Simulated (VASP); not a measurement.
# Al2SiF2 (I-4m2) in VASP: notebook

One crystal, Al2SiF2, is run at these levels: PBE; tasks: density of states.

All numbers are computed with VASP 6.6.1; they aren't measurements. Logs are shortened: lines on timing, memory, paths and dates and some standing lists are left out, and cuts for length are marked.

## 1. The structure

The structure is tetragonal, space group I-4m2 (No. 119). The conventional cell has a = 3.510 Å, b = 3.510 Å, c = 14.561 Å, α = 90.00°, β = 90.00°, γ = 90.00°. Around Al (site symmetry 2mm) lie 2 F at 1.92 Å. Si (site symmetry -4m2) is surrounded by 4 Al at 2.42 Å. Around F (site symmetry 2mm) lie 2 Al at 1.92 Å.

The cell was built by a generator and needn't be a form met in nature.

## 2. Density of states, PBE

POSCAR

```
Al2SiF2                                 
1.0
   -1.7549330439      1.7549330439      7.2807486775
    1.7549330439     -1.7549330439      7.2807486775
    1.7549330439      1.7549330439     -7.2807486775
  Al              Si              F             
     2     1     2
Direct
     0.3859588338404867    0.8859588338404869    0.5000000000000000
     0.1140411661595132    0.6140411661595131    0.5000000000000000
     0.0000000000000000    0.0000000000000000    0.0000000000000000
     0.3322993558605508    0.3322993558605508    0.0000000000000000
     0.6677006441394494    0.6677006441394494    0.0000000000000000
```

INCAR.step1

```
SYSTEM = Al2SiF2
PREC = Accurate ; ENCUT = 520
EDIFF = 1E-6 ; ISMEAR = 0
SIGMA = 0.1 ; LREAL = .False.
LASPH = .True. ; NELM = 100
ALGO = Normal ; ISIF = 2
LWAVE = .False. ; LCHARG = .True.
GGA = PE ; KPAR = 4
```

KPOINTS.step1

```
Automatic mesh
0
Gamma
  12 12 12
  0 0 0
```

INCAR.step2

```
SYSTEM = Al2SiF2
PREC = Accurate ; ENCUT = 520
EDIFF = 1E-6 ; ISMEAR = -5
SIGMA = 0.1 ; LREAL = .False.
LASPH = .True. ; NELM = 100
ALGO = Normal ; ISIF = 2
LWAVE = .False. ; LCHARG = .False.
GGA = PE ; LORBIT = 10
KPAR = 4 ; NEDOS = 1001
ICHARG = 11
```

KPOINTS.step2

```
Automatic mesh
0
Gamma
  18 18 18
  0 0 0
```

Potentials or basis: VASP PAW PBE potentials, release 64 (Al, Si, F).

Started as:

```
$ cat potpaw_PBE.64/Al/POTCAR potpaw_PBE.64/Si/POTCAR potpaw_PBE.64/F/POTCAR > POTCAR
$ cp INCAR.step1 INCAR
$ cp KPOINTS.step1 KPOINTS
$ mpirun -np 4 vasp_std > vasp.out
$ cp INCAR.step2 INCAR
$ cp KPOINTS.step2 KPOINTS
$ mpirun -np 4 vasp_std > vasp.out
```

OUTCAR:

```text
SYSTEM = Al2SiF2
   PREC = Accurate
   ENCUT = 520
   EDIFF = 1E-6
   ISMEAR = -5
   LREAL = .False.
   LASPH = .True.
   NELM = 100
   ISIF = 2
   GGA = PE
   LORBIT = 10
   ICHARG = 11

 ion  position               nearest neighbor table
   1  0.386  0.886  0.500-   4 1.92   4 1.92   3 2.42   3 2.42
   2  0.114  0.614  0.500-   5 1.92   5 1.92   3 2.42   3 2.42
   3  0.000  0.000  0.000-   2 2.42   1 2.42   2 2.42   1 2.42
   4  0.332  0.332  0.000-   1 1.92   1 1.92
   5  0.668  0.668  0.000-   2 1.92   2 1.92

  LATTYP: Found a body centered tetragonal cell.
 ALAT       =     3.5098660878
 C/A-ratio  =     4.1487330259

  Lattice vectors:

 A1 = (  -1.7549330439,   1.7549330439,   7.2807486775)
 A2 = (   1.7549330439,  -1.7549330439,   7.2807486775)
 A3 = (   1.7549330439,   1.7549330439,  -7.2807486775)

Analysis of symmetry for initial positions (statically):
=====================================================================
 Subroutine PRICEL returns:
 Original cell was already a primitive cell.

 Routine SETGRP: Setting up the symmetry group for a
 body centered tetragonal supercell.

 Subroutine GETGRP returns: Found  8 space group operations
 (whereof  8 operations were pure point group operations)
 out of a pool of 16 trial point group operations.

The static configuration has the point symmetry D_2d.

Analysis of symmetry for dynamics (positions and initial velocities):
=====================================================================
 Subroutine PRICEL returns:
 Original cell was already a primitive cell.

 Routine SETGRP: Setting up the symmetry group for a
 body centered tetragonal supercell.

 Subroutine GETGRP returns: Found  8 space group operations
 (whereof  8 operations were pure point group operations)
 out of a pool of 16 trial point group operations.

The dynamic configuration has the point symmetry D_2d.

 Subroutine INISYM returns: Found  8 space group operations
 (whereof  8 operations are pure point group operations),
 and found     1 'primitive' translations

----------------------------------------------------------------------------------------

                                     Primitive cell

  volume of cell :      89.6927

  direct lattice vectors                    reciprocal lattice vectors
    -1.754933044  1.754933044  7.280748678     0.000000000  0.284911155  0.068674256
     1.754933044 -1.754933044  7.280748678     0.284911155  0.000000000  0.068674256
     1.754933044  1.754933044 -7.280748678     0.284911155  0.284911155  0.000000000

  length of vectors
     7.692131127  7.692131127  7.692131127     0.293070844  0.293070844  0.402925219

  position of ions in fractional coordinates (direct lattice)
     0.385958834  0.885958834  0.500000000
     0.114041166  0.614041166  0.500000000
     0.000000000  0.000000000  0.000000000
     0.332299356  0.332299356  0.000000000
     0.667700644  0.667700644  0.000000000

  ion indices of the primitive-cell ions
   primitive index   ion index
                 1           1
                 2           2
                 3           3
                 4           4
                 5           5

----------------------------------------------------------------------------------------

 KPOINTS: Automatic mesh

Automatic generation of k-mesh.
 Grid dimensions read from file:
 generate k-points for:   18   18   18

 Generating k-lattice:

  Cartesian coordinates                     Fractional coordinates (reciprocal lattice)
     0.000000000  0.015828397  0.003815236     0.055555556 -0.000000000  0.000000000
     0.015828397  0.000000000  0.003815236    -0.000000000  0.055555556  0.000000000
     0.015828397  0.015828397  0.000000000     0.000000000  0.000000000  0.055555556

  Length of vectors
     0.016281714  0.016281714  0.022384734

  Shift w.r.t. Gamma in fractional coordinates (k-lattice)
     0.000000000  0.000000000  0.000000000

 TETIRR: Found   7414 inequivalent tetrahedra from    34992

 Subroutine IBZKPT returns following result:
 ===========================================

 Found    480 irreducible k-points:

 Following reciprocal coordinates:
            Coordinates               Weight
  0.000000  0.000000  0.000000      1.000000
  0.055556 -0.000000  0.000000      8.000000
  0.111111 -0.000000  0.000000      8.000000
  0.166667  0.000000 -0.000000      8.000000
  0.222222  0.000000 -0.000000      8.000000
  0.277778  0.000000 -0.000000      8.000000
[... 16 lines left out ...]
 -0.277778  0.055556  0.000000     16.000000
 -0.222222  0.055556  0.000000     16.000000
 [... further k-points ...]
   k-points           NKPTS =    480   k-points in BZ     NKDIM =    480   number of bands    NBANDS=     16
   number of dos      NEDOS =   1001   number of ions     NIONS =      5
   total plane-waves  NPLWV = 216000
   dimension x,y,z NGX =    60 NGY =   60 NGZ =   60
   dimension x,y,z NGXF=   120 NGYF=  120 NGZF=  120
   ions per type =               2   1   2
   NGX,Y,Z   is equivalent  to a cutoff of  12.97, 12.97, 12.97 a.u.
   NGXF,Y,Z  is equivalent  to a cutoff of  25.93, 25.93, 25.93 a.u.
 SYSTEM =  Al2SiF2
   PREC   = accura    normal or accurate (medium, high low for compatibility)
   ISTART =      0    job   : 0-new  1-cont  2-samecut
   ICHARG =     11    charge: 1-file 2-atom 10-const
   ISPIN  =      1    spin polarized calculation?
   LNONCOLLINEAR =      F non collinear calculations
   LSORBIT =      F    spin-orbit coupling
   LASPH  =      T    aspherical Exc in radial PAW
   ENCUT  =  520.0 eV  38.22 Ry    6.18 a.u.  14.30 14.30 14.30*2*pi/ulx,y,z
   NELM   =    100;   NELMIN=  2; NELMDL=  0     # of ELM steps
   EDIFF  = 0.1E-05   stopping-criterion for ELM
   LREAL  =      F    real-space projection
   EDIFFG = 0.1E-04   stopping-criterion for IOM
   NSW    =      0    number of steps for IOM
   IBRION =     -1    ionic relax: 0-MD 1-quasi-New 2-CG
   NFREE  =      0    steps in history (QN), initial steepest desc. (CG)
   ISIF   =      2    stress and relaxation
   ISYM   =      2    0-nonsym 1-usesym 2-fastsym
   POTIM  = 0.5000    time-step for ionic-motion
   TEBEG  =    0.0;   TEEND  =   0.0 temperature during run
   PSTRESS=    0.0 pullay stress
   NELECT =      24.0000    total number of electrons
   NUPDOWN=      -1.0000    fix difference up-down
   EMIN   =  10.00;   EMAX   =-10.00  energy-range for DOS
   EFERMI =   0.00;   METHOD = LEGACY
   ISMEAR =    -5;   SIGMA  =   0.10  broadening in eV -4-tet -1-fermi 0-gaus
   EFERMI_NEDOS =   21; number of points for ismear=-14 and -15
   IALGO  =     38    algorithm
   IMIX   =      4    mixing-type and parameters
     AMIX     =   0.40;   BMIX     =  1.00
     AMIX_MAG =   1.60;   BMIX_MAG =  1.00
  volume/ion in A,a.u.               =      17.94       121.06
  Fermi-wavevector in a.u.,A,eV,Ry     =   1.054936  1.993540 15.141793  1.112890
  Thomas-Fermi vector in A             =   2.190115
   LORBIT       =     10    0 simple, 1 ext, 2 COOP (PROOUT), +10 PAW based schemes
   GGA     = PE    functional components
   LHFCALC =     F    Hartree Fock is set to
   AEXX    =    0.0000 exact exchange contribution
   IVDW    =     0    specifies the selected vdW correction
   LEPSILON=     F    determine dielectric tensor
   LRPA    =     F    only Hartree local field effects (RPA)
 non-spin polarized calculation
 Fermi weights with tetrahedron method with Bloechl corrections
  energy-cutoff  :      520.00
  volume of cell :       89.69
 maximum number of plane-waves:      2455
 NGX is ok and might be reduce to    60

 number of electron      24.0000000 magnetization

 Free energy of the ion-electron system (eV)
  ---------------------------------------------------
  ext. energy  EPLUGINS =         0.00000000
  ---------------------------------------------------
  free energy    TOTEN  =       -22.94374478 eV

  energy without entropy =      -22.94374478  energy(sigma->0) =      -22.94374478

 E-fermi :   4.6234     XC(G=0):  -8.7554

 val. band max:        4.7188395992   @ k =  -0.0556   0.0556   0.0000
 cond. band min:       4.6130521294   @ k =  -0.2778   0.3333   0.2222
 fundamental gap:     -0.1057874698
 Fermi energy:         4.6234028243

 k-point     1 :       0.0000    0.0000    0.0000
  band No.  band energies     occupation
      1     -21.6161      2.00000
      2     -21.5508      2.00000
      3      -5.7123      2.00000
      4      -4.1637      2.00000
      5      -4.1637      2.00000
      6      -3.2463      2.00000
[... 8 lines left out ...]
     15       8.2093      0.00000
     16       8.6351      0.00000

 k-point     2 :       0.0556   -0.0000    0.0000
  band No.  band energies     occupation
      1     -21.6139      2.00000
      2     -21.5496      2.00000
      3      -5.6904      2.00000
      4      -4.2066      2.00000
      5      -4.1618      2.00000
      6      -3.2287      2.00000
[... 8 lines left out ...]
     15       8.3448      0.00000
     16       8.8628      0.00000

 k-point     3 :       0.1111   -0.0000    0.0000
  band No.  band energies     occupation
      1     -21.6079      2.00000
      2     -21.5465      2.00000
      3      -5.6284      2.00000
      4      -4.3139      2.00000
      5      -4.1564      2.00000
      6      -3.1894      2.00000
[... 8 lines left out ...]
     15       8.4996      0.00000
     16       8.9789      0.00000
[... 362 lines left out ...]
 k-point    23 :      -0.2778    0.0556    0.0000
  band No.  band energies     occupation
      1     -21.5747      2.00000
      2     -21.5271      2.00000
      3      -5.4073      2.00000
      4      -4.5006      2.00000
      5      -4.1500      2.00000
      6      -3.0981      2.00000
[... 8 lines left out ...]
     15       7.7393      0.00000
     16       9.3830      0.00000

 k-point    24 :      -0.2222    0.0556    0.0000
  band No.  band energies     occupation
      1     -21.5860      2.00000
      2     -21.5340      2.00000
      3      -5.4352      2.00000
      4      -4.5219      2.00000
      5      -4.1671      2.00000
      6      -3.0998      2.00000
[... 8 lines left out ...]
     15       7.8439      0.00000
     16       9.2058      0.00000

 [... further k-points ...]

------------------------ aborting loop because EDIFF is reached ----------------------------------------

  FORCE on cell =-STRESS in cart. coord.  units (eV):
  Direction    XX          YY          ZZ          XY          YZ          ZX
  --------------------------------------------------------------------------------------
  -------------------------------------------------------------------------------------
  Total       -0.0115385     -0.0115385      0.0719094      0.0000000      0.0000000     -0.0000000
  in kB       -0.2061118     -0.2061118      1.2845147      0.0000000      0.0000000     -0.0000000
  external PRESSURE =       0.2907637 kB  Pullay stress =       0.0000000 kB

 VOLUME and BASIS-vectors are now :
 -----------------------------------------------------------------------------
  energy-cutoff  :      520.00
  volume of cell :       89.69
      direct lattice vectors                 reciprocal lattice vectors
    -1.754933044  1.754933044  7.280748678     0.000000000  0.284911155  0.068674256
     1.754933044 -1.754933044  7.280748678     0.284911155  0.000000000  0.068674256
     1.754933044  1.754933044 -7.280748678     0.284911155  0.284911155  0.000000000

 POSITION                                       TOTAL-FORCE (eV/Angst)
 -----------------------------------------------------------------------------------
      1.75493     -0.00000      5.62014        -0.000000      0.000000     -0.041330
      1.75493      0.00000      1.66061        -0.000000      0.000000      0.041330
      0.00000      0.00000      0.00000         0.000000     -0.000000      0.000000
      0.00000      0.00000      4.83878         0.000000     -0.000000      0.003931
      0.00000      0.00000      9.72272         0.000000     -0.000000     -0.003931
 -----------------------------------------------------------------------------------
    total drift:                               -0.000000      0.000000     -0.000000

  FREE ENERGIE OF THE ION-ELECTRON SYSTEM (eV)
  ---------------------------------------------------
  free  energy   TOTEN  =       -22.9437447754 eV

  energy  without entropy=      -22.9437447754  energy(sigma->0) =      -22.94374478

 total charge

# of ion       s       p       d       tot
------------------------------------------
    1        0.409   0.311   0.000   0.721
    2        0.409   0.311   0.000   0.721
    3        0.792   0.931   0.000   1.723
    4        1.747   4.354   0.000   6.101
    5        1.747   4.354   0.000   6.101
--------------------------------------------------
tot          5.105  10.262   0.000  15.367
```

Wall time 4.4 min (4 MPI ranks of Intel Xeon 6975P-C (Granite Rapids), shared host); peak memory 0.95 GiB.

Results:

| Property | Result |
| --- | --- |
| Valence electrons inside the program's atomic spheres | Al 0.72; Si 1.72; F 6.10 |

States per cell in windows of 1 eV (zero at the Fermi level; states under -8 eV left out):
```
from (eV)  total  F4_p  F5_p  Si3_p  Al1_p  Al2_p  Si3_s
     -8.0   6.45  2.07  2.07   0.02   0.04   0.04   0.21
     -7.0   3.23  1.15  1.15   0.00   0.01   0.01   0.10
     -6.0   0.06  0.00  0.00   0.01   0.00   0.00   0.00
     -5.0   1.65  0.12  0.12   0.21   0.02   0.02   0.00
     -4.0   1.57  0.07  0.07   0.26   0.05   0.05   0.02
     -3.0   0.89  0.02  0.02   0.17   0.04   0.04   0.02
     -2.0   0.74  0.01  0.01   0.12   0.03   0.03   0.02
     -1.0   1.21  0.03  0.03   0.15   0.04   0.04   0.02
      0.0   1.70  0.04  0.04   0.22   0.06   0.06   0.02
      1.0   2.02  0.09  0.09   0.06   0.08   0.08   0.05
      2.0   1.61  0.05  0.05   0.04   0.08   0.08   0.02
      3.0   1.47  0.05  0.05   0.04   0.08   0.08   0.01
      4.0   1.26  0.03  0.03   0.04   0.06   0.06   0.02
      5.0   0.00  0.00  0.00   0.00   0.00   0.00   0.00
```

Caveat: tetrahedron occupations give inexact forces and stress in metals.

## 3. Density of states, PBE

This run uses another cell than the first one, of 12.70 Å³/atom, 0.708 times its volume.

POSCAR

```
Al2SiF2                                 
1.0
   -1.6529914748      1.6529914748      5.8086158492
    1.6529914748     -1.6529914748      5.8086158492
    1.6529914748      1.6529914748     -5.8086158492
  Al              Si              F             
     2     1     2
Direct
     0.3726626924518802    0.3726626924518802    0.0000000000000000
     0.6273373075481198    0.6273373075481198    1.0000000000000000
     0.0000000000000000    0.0000000000000000    0.0000000000000000
     0.7500000000000000    0.2500000000000000    0.5000000000000000
     0.2500000000000000    0.7500000000000000    0.5000000000000000
```

INCAR.step1 is that of step 2.

KPOINTS.step1 is that of step 2.

INCAR.step2 is that of step 2.

KPOINTS.step2 is that of step 2.

Potentials or basis: VASP PAW PBE potentials, release 64 (Al, Si, F).

Started as:

```
$ cat potpaw_PBE.64/Al/POTCAR potpaw_PBE.64/Si/POTCAR potpaw_PBE.64/F/POTCAR > POTCAR
$ cp INCAR.step1 INCAR
$ cp KPOINTS.step1 KPOINTS
$ mpirun -np 4 vasp_std > vasp.out
$ cp INCAR.step2 INCAR
$ cp KPOINTS.step2 KPOINTS
$ mpirun -np 4 vasp_std > vasp.out
```

Run time: 2.5 min. Hardware: 4 MPI ranks of Intel Xeon 6975P-C (Granite Rapids), shared host; peak memory 0.65 GiB.

It converged, with:

| Property | Result |
| --- | --- |
| Valence electrons inside the program's atomic spheres | Al 0.65; Si 1.60; F 6.12 |

Levels at points of the mesh, in eV from the Fermi level:
```csv
k point,band 10,band 11,band 12,band 13,band 14,band 15
"(0.00, 0.00, 0.00)",-3.44,0.06,0.62,0.62,2.84,4.06
"(0.50, 0.00, 0.00)",-6.43,-2.23,-1.34,2.92,3.85,4.66
"(0.50, 0.50, 0.00)",-4.27,-3.65,-3.45,-0.51,0.59,1.29
"(0.50, 0.50, 0.50)",-5.77,0.84,0.84,2.37,3.62,3.67
```

States per cell in windows of 0.5 eV (zero at the Fermi level; states under -8 eV left out):
```
from (eV)  total  F4_p  F5_p  Si3_p  Si3_s  Al1_s  Al2_s
     -8.0   1.53  0.47  0.47   0.01   0.07   0.00   0.00
     -7.5   1.47  0.44  0.44   0.01   0.10   0.00   0.00
     -7.0   0.81  0.26  0.26   0.00   0.05   0.00   0.00
     -6.5   1.07  0.34  0.34   0.02   0.04   0.01   0.01
     -6.0   1.44  0.51  0.51   0.02   0.03   0.01   0.01
     -5.5   0.70  0.18  0.18   0.03   0.02   0.01   0.01
     -5.0   0.43  0.02  0.02   0.04   0.03   0.02   0.02
     -4.5   0.41  0.02  0.02   0.04   0.03   0.02   0.02
     -4.0   0.48  0.02  0.02   0.06   0.03   0.02   0.02
     -3.5   0.57  0.03  0.03   0.07   0.02   0.02   0.02
     -3.0   0.62  0.03  0.03   0.08   0.02   0.02   0.02
     -2.5   0.68  0.03  0.03   0.10   0.02   0.02   0.02
     -2.0   0.52  0.01  0.01   0.08   0.02   0.01   0.01
     -1.5   0.39  0.01  0.01   0.05   0.01   0.02   0.02
     -1.0   0.64  0.02  0.02   0.08   0.02   0.03   0.03
     -0.5   0.52  0.01  0.01   0.06   0.01   0.03   0.03
      0.0   0.70  0.02  0.02   0.08   0.01   0.04   0.04
      0.5   0.69  0.01  0.01   0.09   0.01   0.04   0.04
      1.0   0.54  0.01  0.01   0.07   0.01   0.03   0.03
      1.5   0.61  0.02  0.02   0.07   0.01   0.03   0.03
      2.0   0.67  0.02  0.02   0.06   0.01   0.03   0.03
      2.5   0.65  0.02  0.02   0.05   0.01   0.04   0.04
      3.0   0.84  0.04  0.04   0.04   0.02   0.05   0.05
      3.5   0.89  0.04  0.04   0.04   0.02   0.05   0.05
      4.0   0.89  0.03  0.03   0.04   0.02   0.03   0.03
      4.5   0.62  0.01  0.01   0.04   0.01   0.02   0.02
      5.0   0.63  0.02  0.02   0.04   0.02   0.01   0.01
      5.5   0.27  0.01  0.01   0.01   0.01   0.01   0.01
      6.0   0.02  0.00  0.00   0.00   0.00   0.00   0.00
      6.5   0.00  0.00  0.00   0.00   0.00   0.00   0.00
```

Caveat: tetrahedron occupations give inexact forces and stress in metals.
